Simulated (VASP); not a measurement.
OSZICAR of a VASP run on MnSi (B20):

OSZICAR:
```
       N       E                     dE             d eps       ncg     rms          rms(c)
DAV:   1     0.793061215731E+03    0.79306E+03   -0.35678E+04  3968   0.194E+03
DAV:   2    -0.879218030027E+01   -0.80185E+03   -0.78149E+03  3936   0.571E+02
DAV:   3    -0.756831655470E+02   -0.66891E+02   -0.64803E+02  4725   0.168E+02
DAV:   4    -0.776864613619E+02   -0.20033E+01   -0.19877E+01  4696   0.295E+01
DAV:   5    -0.777294887381E+02   -0.43027E-01   -0.42991E-01  4688   0.464E+00    0.374E+01
DAV:   6    -0.781438693087E+02   -0.41438E+00   -0.21411E+02  5059   0.101E+02    0.273E+01
DAV:   7    -0.689588982822E+02    0.91850E+01   -0.80583E+01  4485   0.626E+01    0.923E+00
DAV:   8    -0.688313130519E+02    0.12759E+00   -0.31976E+00  4290   0.962E+00    0.248E+00
DAV:   9    -0.687771287715E+02    0.54184E-01   -0.26542E-01  5109   0.327E+00    0.107E+00
DAV:  10    -0.687735588524E+02    0.35699E-02   -0.88373E-03  4624   0.713E-01    0.593E-01
DAV:  11    -0.687724389261E+02    0.11199E-02   -0.52348E-03  4980   0.407E-01    0.122E-01
DAV:  12    -0.687724691928E+02   -0.30267E-04   -0.32578E-04  4904   0.108E-01    0.662E-02
DAV:  13    -0.687724721012E+02   -0.29084E-05   -0.40763E-05  4722   0.431E-02    0.323E-02
DAV:  14    -0.687724726649E+02   -0.56365E-06   -0.43696E-06  3446   0.137E-02
   1 F= -.68772473E+02 E0= -.68773848E+02  d E =-.687725E+02  mag=     2.0139
       N       E                     dE             d eps       ncg     rms          rms(c)
DAV:   1    -0.687981778086E+02   -0.25706E-01   -0.39787E-01  4044   0.633E+00    0.158E+00
DAV:   2    -0.688006141604E+02   -0.24364E-02   -0.62171E-01  4671   0.562E+00    0.148E+00
DAV:   3    -0.687726525842E+02    0.27962E-01   -0.17492E-01  4677   0.301E+00    0.184E-01
DAV:   4    -0.687725515606E+02    0.10102E-03   -0.59037E-03  4655   0.337E-01    0.136E-01
DAV:   5    -0.687724113204E+02    0.14024E-03   -0.42899E-04  4451   0.164E-01    0.497E-02
DAV:   6    -0.687723961840E+02    0.15136E-04   -0.52250E-05  4849   0.363E-02    0.310E-02
DAV:   7    -0.687723908382E+02    0.53458E-05   -0.17397E-05  4020   0.193E-02    0.457E-03
DAV:   8    -0.687723908114E+02    0.26781E-07   -0.11365E-06  2303   0.777E-03
   2 F= -.68772391E+02 E0= -.68773740E+02  d E =0.818535E-04  mag=     2.0380
       N       E                     dE             d eps       ncg     rms          rms(c)
DAV:   1    -0.687801711243E+02   -0.77803E-02   -0.11557E-01  4022   0.340E+00    0.853E-01
DAV:   2    -0.687806826114E+02   -0.51149E-03   -0.17738E-01  4623   0.300E+00    0.786E-01
DAV:   3    -0.687727771749E+02    0.79054E-02   -0.49988E-02  4626   0.162E+00    0.100E-01
DAV:   4    -0.687727396069E+02    0.37568E-04   -0.16769E-03  4507   0.180E-01    0.705E-02
DAV:   5    -0.687727054594E+02    0.34148E-04   -0.10321E-04  4514   0.807E-02    0.284E-02
DAV:   6    -0.687727013348E+02    0.41246E-05   -0.11607E-05  4568   0.168E-02    0.195E-02
DAV:   7    -0.687726992811E+02    0.20537E-05   -0.77870E-06  3828   0.121E-02    0.241E-03
DAV:   8    -0.687726993043E+02   -0.23143E-07   -0.37582E-07  2053   0.483E-03
   3 F= -.68772699E+02 E0= -.68774067E+02  d E =-.226639E-03  mag=     2.0241
```

Task: Which electronic solver shows in the log?

Result: It is blocked Davidson (ALGO = Normal, or the opening steps of other solvers). The INCAR had ALGO = Normal.

Task: How was spin treated?

Result: Collinear spin (ISPIN = 2): the summary line carries one mag value, 2.02 μB in the cell.

Task: Can the final energy be trusted as converged?

Result: The run converged. It stopped with EDIFF = 1E-6, NELM = 100, NSW = 40 and EDIFFG = -0.02 after 3 ionic steps (LDA (Ceperley-Alder, Perdew-Zunger), plane waves, VASP's LDA PAW potentials (set 64)). The moments were started parallel, and other spin orders were not tried in this run.

The compound is MnSi in the B20 structure. This run relaxes it. Symmetry was kept, so distortions that lower it aren't found.
